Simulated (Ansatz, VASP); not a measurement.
# BiSb in two plane-wave programs, part 2 of 2

One calculation is typed for both programs; each brings its own data sets. How far apart do they land? The cell is generated by rule, not measured, and may not be a known phase. Of the first pair: The cell is taken from a series of runs on this material, whose earlier steps may have relaxed, scaled, displaced or heated it; both programs get it as it stands.

VASP 6.6.1 and Ansatz 0.2.0.

So far: Starting point; VASP: relaxation of cell and atoms, PBEsol, pair 1; Ansatz: relaxation of cell and atoms, PBEsol, pair 1; Side by side.

## 5. VASP: relaxation of cell and atoms, PBEsol, pair 2

Level of this step: PBEsol; plane waves and PAW (Bi_d, Sb); invented cell (VASP).

The relaxed volume is the usual yardstick between codes: in a stiff, nearly cubic crystal its relative difference is about their pressure difference at one cell divided by the bulk modulus.

INCAR reads:

```
SYSTEM = BiSb
PREC = Accurate
ENCUT = 500
EDIFF = 1E-07
NELM = 120
ISMEAR = 1
SIGMA = 0.2
LREAL = .FALSE.
ALGO = Normal
GGA = PS
NBANDS = 26
LORBIT = 11
LWAVE = .FALSE.
LCHARG = .FALSE.
ISIF = 3
IBRION = 2
NSW = 80
EDIFFG = -0.005
LASPH = .TRUE.
GGA_COMPAT = .FALSE.
NELMIN = 4
KPAR = 2
```

POSCAR reads:

```
BiSb
1.0
    5.2963480000      0.0000000000      0.0000000000
   -2.6481740000      4.5867720000      0.0000000000
    0.0000000000      0.0000000000      6.5815140000
Bi Sb
2 2
Direct
    0.3333333333      0.6666666667      0.9623381489
    0.6666666667      0.3333333333      0.4623381489
    0.3333333333      0.6666666667      0.4126617371
    0.6666666667      0.3333333333      0.9126617371
```

KPOINTS reads:

```
Automatic mesh
0
Gamma
9 9 6
0 0 0
```

Potentials, in the order of the species: Bi_d and Sb (PBE family, release 64).

The run is started by

```console
$ mpirun -np 2 vasp_std
```

Numbers of over 12 decimals in the logs are rounded to 6 here.

Log:

```text
[banner, memory and clock lines left out]
running    2 mpi-ranks, on    1 nodes
[...]
[... a notice as in an earlier step ...]

 LDA part: xc-table for (Slater+PW92), standard interpolation
 POSCAR, INCAR and KPOINTS ok, starting setup
[...]
entering main loop
       N       E                     dE             d eps       ncg     rms          rms(c)
DAV:   1     0.364293559783E+03    0.36429E+03   -0.18377E+04  2528   0.143E+03
DAV:   2     0.166421186084E+02   -0.34765E+03   -0.34314E+03  2758   0.374E+02
DAV:   3    -0.160454014508E+02   -0.32688E+02   -0.32025E+02  3106   0.137E+02
DAV:   4    -0.171558261311E+02   -0.11104E+01   -0.11089E+01  2922   0.283E+01
[...]
DAV:  13    -0.170814817730E+02   -0.23936E-06   -0.30021E-07  2788   0.312E-03    0.663E-04
DAV:  14    -0.170814820279E+02   -0.25492E-06   -0.14713E-07  2054   0.163E-03    0.187E-04
DAV:  15    -0.170814820509E+02   -0.22974E-07   -0.12823E-08  1438   0.934E-04
   1 F= -.17081482E+02 E0= -.17082389E+02  d E =-.170815E+02
[...]
N       E                     dE             d eps       ncg     rms          rms(c)
DAV:   1    -0.170815139477E+02   -0.31920E-04   -0.21457E-03  3508   0.325E-01    0.253E-02
DAV:   2    -0.170814942661E+02    0.19682E-04   -0.54871E-05  2698   0.811E-02    0.137E-02
DAV:   3    -0.170814860754E+02    0.81907E-05   -0.29330E-05  3118   0.575E-02    0.270E-03
DAV:   4    -0.170814866806E+02   -0.60524E-06   -0.40669E-06  2748   0.182E-02    0.128E-03
DAV:   5    -0.170814868394E+02   -0.15877E-06   -0.24331E-07  1732   0.421E-03    0.368E-04
DAV:   6    -0.170814868457E+02   -0.63319E-08   -0.66120E-08  1336   0.243E-03
   2 F= -.17081487E+02 E0= -.17082393E+02  d E =-.479481E-05
 trial-energy change:   -0.000005  1 .order   -0.000004   -0.000011    0.000003
 step:   0.8213(harm=  0.7814)  dis= 0.00022  next Energy=   -17.081487 (dE=-0.508E-05)
 reached required accuracy - stopping structural energy minimisation
```

Parts of OUTCAR (step 5):

```text
  Total       -0.0005052     -0.0005052      0.0172863      0.0000000      0.0000000      0.0000000
  in kB       -0.0050637     -0.0050637      0.1732518      0.0000000      0.0000000      0.0000000
  external PRESSURE =       0.0543748 kB  Pullay stress =       0.0000000 kB

 POSITION                                       TOTAL-FORCE (eV/Angst)
 -----------------------------------------------------------------------------------
     -0.00000      3.05796      6.33236         0.000000     -0.000000      0.000991
      2.64827      1.52898      3.04241        -0.000000     -0.000000      0.000991
     -0.00000      3.05796      2.71500         0.000000      0.000000     -0.000991
      2.64827      1.52898      6.00494         0.000000      0.000000     -0.000991
 -----------------------------------------------------------------------------------
    total drift:                               -0.000000      0.000000      0.000304

  FREE ENERGIE OF THE ION-ELECTRON SYSTEM (eV)
  ---------------------------------------------------
  free  energy   TOTEN  =       -17.0814868457 eV

  energy  without entropy=      -17.0842045318  energy(sigma->0) =      -17.08239274

[... 2 parts as in an earlier step ...]

[... 2 further parts left out ...]
[key lines of the parts left out:]
E-fermi :   4.9582
```

## 6. Ansatz: relaxation of cell and atoms, PBEsol, pair 2

The same cell, functional, mesh and smearing now go to Ansatz, which takes its cutoff from its data sets.

The cell is taken from a series of runs on this material, whose earlier steps may have relaxed, scaled, displaced or heated it; both programs get it as it stands.

input.yaml reads:

```yaml
crystal:
  lattice:
    - [5.2963481023, 0.0, 0.0]
    - [-2.6481740512, 4.5867720039, 0.0]
    - [0.0, 0.0, 6.5815135816]
  atoms:
    - { symbol: Bi, position: [0.3333333333, 0.6666666667, -0.0376618309] }
    - { symbol: Bi, position: [0.6666666667, 0.3333333333, 0.4623381691] }
    - { symbol: Sb, position: [0.3333333333, 0.6666666667, 0.4126618309] }
    - { symbol: Sb, position: [0.6666666667, 0.3333333333, 0.9126618309] }
kpoints:
  mp_grid: { grid: [9, 9, 6] }
hamiltonian:
  xc: pbesol
scf:
  occupations: { method: methfessel_paxton, width: 0.2 }
output:
  forces: true
  stress: true
  eigenvalues: true
relax:
  adjacent_minimum: "off"
  f_tol: 0.001
  max_steps: 60
  cell: { stress_tol: 0.01 }
```

The run is started by

```console
$ ansatz run input.yaml --threads 4 --pin off --max-ram 7168MiB --backend cpu --events-out ev --progress --plain --runs-dir out
```

Log:

```text
[...]
Crystal: 4 atoms, lattice volume = 159.886 Å³
Basis set: ecut = 420 eV, 3087 PW (Γ), exchange–correlation on 72×72×90 points (8 copies of the dense FFT grid, shifted against one another)
Bands: 36, of which v1, the nominal top of the filled ones, is band 30 counted from 1 (29 counted from 0)
Symmetry: 12 space group operations
[...]
k-points: 48 of 486 (time reversal used)
[...]
cell:  # Å, volume = 160.0614 Å³
    - [5.296702, 2.886926188347149e-11, 1.0848443162104772e-19]
    - [-2.648351, 4.587079, 0]
    - [1.3480831439200402e-19, 0, 6.587867]
  atoms:
    - { symbol: Bi, position: [0.333333, 0.666667, -0.037148] }
    - { symbol: Bi, position: [0.666667, 0.333333, 0.462852] }
    - { symbol: Sb, position: [0.333333, 0.666667, 0.412148] }
    - { symbol: Sb, position: [0.666667, 0.333333, 0.912148] }
[key lines of the parts left out:]
SCF converged after 6 iterations
Free energy (F): -37299.525619 eV
Fermi energy:    7.492346 eV
P = ⅓ Tr σ = 0.0002 GPa (0.002 kbar)
```

## 7. Side by side

What differs besides the data sets and the points named for the pairs above, as far as they apply: the data sets hold 60 valence electrons in Ansatz (on its default PAW (the set named soft_2) files) and 40 in VASP. Total energies have different zeros and are not compared.

The two programs side by side:

| quantity | Ansatz | VASP | difference |
| --- | --- | --- | --- |
| volume (Å³) | 160.06 | 159.86 | +0.13 % |
| edge a after relaxation, in the typed setting (Å) | 5.297 | 5.296 | +0.00 % |
| edge c after relaxation, in the typed setting (Å) | 6.588 | 6.580 | +0.12 % |

## 8. VASP: relaxation of cell and atoms, PBEsol, pair 3

The relaxed volume is the usual yardstick between codes: in a stiff, nearly cubic crystal its relative difference is about their pressure difference at one cell divided by the bulk modulus. Its start cell is another than that of the pair before, and may be another structure of the material.

INCAR: that of step 5 with these lines changed.

```diff
@@ -5,4 +5,4 @@
 NELM = 120
-ISMEAR = 1
-SIGMA = 0.2
+ISMEAR = 0
+SIGMA = 0.01
 LREAL = .FALSE.
```

POSCAR reads:

```
BiSb
1.0
    5.2921653641      0.0000000000      0.0000000000
   -2.6460826821      4.5831503865      0.0000000000
    0.0000000000      0.0000000000      6.5721109708
Bi Sb
2 2
Direct
    0.3333332569      0.6666665138      0.9609792100
    0.6666666284      0.3333332569      0.4609792100
    0.3333332569      0.6666665138      0.4140208508
    0.6666666284      0.3333332569      0.9140208508
```

KPOINTS reads:

```
Automatic mesh
0
Gamma
9 9 4
0 0 0
```

The run is started by

```console
$ mpirun -np 2 vasp_std
```

Log:

```text
[... set-up lines as in an earlier step ...]
 entering main loop
       N       E                     dE             d eps       ncg     rms          rms(c)
DAV:   1     0.363114714242E+03    0.36311E+03   -0.18484E+04  1912   0.143E+03
DAV:   2     0.173942794905E+02   -0.34572E+03   -0.34149E+03  2048   0.374E+02
DAV:   3    -0.159765210427E+02   -0.33371E+02   -0.32965E+02  2328   0.137E+02
DAV:   4    -0.171607426167E+02   -0.11842E+01   -0.11824E+01  2178   0.287E+01
[...]
DAV:  13    -0.170939124942E+02   -0.24271E-06   -0.27661E-07  2040   0.320E-03    0.666E-04
DAV:  14    -0.170939127475E+02   -0.25332E-06   -0.12842E-07  1472   0.166E-03    0.192E-04
DAV:  15    -0.170939127729E+02   -0.25326E-07   -0.13117E-08  1088   0.984E-04
   1 F= -.17093913E+02 E0= -.17093871E+02  d E =-.170939E+02
[...]
N       E                     dE             d eps       ncg     rms          rms(c)
DAV:   1    -0.170941841839E+02   -0.27144E-03   -0.76323E-03  2272   0.107E+00    0.835E-02
DAV:   2    -0.170939608436E+02    0.22334E-03   -0.44750E-04  2258   0.269E-01    0.355E-02
DAV:   3    -0.170939161280E+02    0.44716E-04   -0.19493E-04  2300   0.161E-01    0.467E-03
DAV:   4    -0.170939175445E+02   -0.14166E-05   -0.70254E-06  2208   0.188E-02    0.299E-03
DAV:   5    -0.170939185689E+02   -0.10243E-05   -0.57763E-07  1804   0.588E-03    0.125E-03
DAV:   6    -0.170939190587E+02   -0.48987E-06   -0.16016E-07  1258   0.354E-03    0.469E-04
DAV:   7    -0.170939189508E+02    0.10789E-06   -0.45655E-08  1002   0.216E-03    0.226E-04
DAV:   8    -0.170939189054E+02    0.45404E-07   -0.12880E-08   990   0.141E-03
   2 F= -.17093919E+02 E0= -.17093877E+02  d E =-.613257E-05
 trial-energy change:   -0.000006  1 .order   -0.000006   -0.000020    0.000008
 step:   0.7094(harm=  0.7094)  dis= 0.00002  next Energy=   -17.093920 (dE=-0.693E-05)
 reached required accuracy - stopping structural energy minimisation
```

Parts of OUTCAR (step 8):

```text
  Total        0.0098799      0.0098799      0.0102401     -0.0000000     -0.0000000      0.0000000
  in kB        0.0993856      0.0993856      0.1030091     -0.0000000     -0.0000000      0.0000000
  external PRESSURE =       0.1005935 kB  Pullay stress =       0.0000000 kB

 POSITION                                       TOTAL-FORCE (eV/Angst)
 -----------------------------------------------------------------------------------
     -0.00000      3.05466      6.31357         0.000000      0.000000     -0.003408
      2.64541      1.52733      3.02859        -0.000000     -0.000000     -0.003408
     -0.00000      3.05466      2.72013        -0.000000      0.000000      0.003408
      2.64541      1.52733      6.00510         0.000000      0.000000      0.003408
 -----------------------------------------------------------------------------------
    total drift:                                0.000000      0.000971      0.001770

  FREE ENERGIE OF THE ION-ELECTRON SYSTEM (eV)
  ---------------------------------------------------
  free  energy   TOTEN  =       -17.0939189054 eV

  energy  without entropy=      -17.0938343179  energy(sigma->0) =      -17.09387661

[... 1 part as in an earlier step ...]

[... 3 further parts left out ...]
[key lines of the parts left out:]
E-fermi :   4.9309
```

## 9. Ansatz: relaxation of cell and atoms, PBEsol, pair 3

Its own start cell and the same functional, mesh and smearing now go to Ansatz, which takes its cutoff from its data sets.

The two relaxations start from unlike cells of this crystal (the structure described is Ansatz's start), so only their ends are compared.

input.yaml reads:

```yaml
crystal:
  lattice:
    - [5.03484, 0.0, 0.0]
    - [-2.51742, 4.3603, 0.0]
    - [0.0, 0.0, 8.2219]
  atoms:
    - { symbol: Bi, position: [0.333333, 0.666667, 0.0] }
    - { symbol: Bi, position: [0.666667, 0.333333, 0.5] }
    - { symbol: Sb, position: [0.333333, 0.666667, 0.375] }
    - { symbol: Sb, position: [0.666667, 0.333333, 0.875] }
kpoints:
  mp_grid: { grid: [9, 9, 4] }
hamiltonian:
  xc: pbesol
scf:
  occupations: { method: gaussian, width: 0.01 }
output:
  forces: true
  stress: true
  eigenvalues: true
  write_density: true
  write_potential: true
  elf: true
  volumetric_format: npy
relax:
  adjacent_minimum: "off"
  f_tol: 0.005
  max_steps: 80
  cell: { stress_tol: 0.05 }
```

The run is started by

```console
$ ansatz run input.yaml --threads 4 --pin off --max-ram 7168MiB --backend cpu --events-out ev --progress --plain --runs-dir out
```

Log:

```text
[...]
--- Relaxed structure (10 steps of the walk, 9 accepted, 1 SCFs on fresh bases) ---
[...]
cell:  # Å, volume = 159.3688 Å³
    - [5.290201, 0.0, 0]
    - [-2.645100, 4.581448, 0]
    - [0, 0, 6.575495]
  atoms:
    - { symbol: Bi, position: [0.333333, 0.666667, -0.038640] }
    - { symbol: Bi, position: [0.666667, 0.333333, 0.461360] }
    - { symbol: Sb, position: [0.333333, 0.666667, 0.413640] }
    - { symbol: Sb, position: [0.666667, 0.333333, 0.913640] }
[key lines of the parts left out:]
SCF converged after 7 iterations
Free energy (F): -37299.537874 eV
Fermi energy:    7.483118 eV
P = ⅓ Tr σ = 0.0216 GPa (0.216 kbar)
```

## 10. Side by side

What differs besides the data sets and the points named for the pairs above, as far as they apply: the data sets hold 60 valence electrons in Ansatz (on its default PAW (the set named soft_2) files) and 40 in VASP. Total energies have different zeros and are not compared.

Both answers:

| quantity | Ansatz | VASP | difference |
| --- | --- | --- | --- |
| volume (Å³) | 159.37 | 159.27 | +0.06 % |
| edge a after relaxation, in the typed setting (Å) | 5.290 | 5.291 | -0.01 % |
| edge c after relaxation, in the typed setting (Å) | 6.575 | 6.570 | +0.08 % |

## 11. Results

| Property | Result |
| --- | --- |
| difference in edge c after relaxation, in the typed setting (relaxation of cell and atoms, PBEsol, pair 1) | -0.14 % |
| difference in volume (relaxation of cell and atoms, PBEsol, pair 2) | 0.13 % |
| difference in edge c after relaxation, in the typed setting (relaxation of cell and atoms, PBEsol, pair 3) | 0.084 % |

In words: The difference in edge c after relaxation, in the typed setting is -0.14 % (relaxation of cell and atoms, PBEsol, pair 1), within the 1.2 % picked in this series as the mark of a large difference, as far as the stopping tolerances let one tell. The data sets hold unlike numbers of valence electrons (60 in Ansatz and 40 in VASP), so part of the differences comes from the potentials. 1 further run of this series is not shown here. How closely two codes agree says nothing of how well the functional describes the real material.

[Lines on the potential files, build, host, timing and source positions are cut from VASP's logs without a mark.]

[Logs are printed without paths, hosts, clocks, repeated set-up lines and the standing remarks that a program may print on its own settings, such as how far it seeks lower states.]

[Hosts, paths, dates, database ids (printed as entryN), source tags and the programs' standing remarks are cut or masked in the printed files.]
